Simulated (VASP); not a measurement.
For cubic AgCl (rock salt), VASP with LDA (Ceperley-Alder, Perdew-Zunger), VASP's LDA PAW potentials (set 64) gives ε∞ = 5.77, a static ε₀ = 11.21 and a transverse optical mode at 132 cm⁻¹.

Question: Estimate the longitudinal optical frequency at Γ.

Answer: By the Lyddane-Sachs-Teller relation, ω_LO = ω_TO √(ε₀/ε∞) = 132 × √(11.21/5.77) = 184 cm⁻¹.

Measured: ε∞ 4.00 at 300 K (computed value off by +44.2 %), as given by Rakita et al., (2019), arXiv:1907.03971.

The compound is AgCl in the rock salt structure. It was relaxed first, which changed the volume by -10 %.
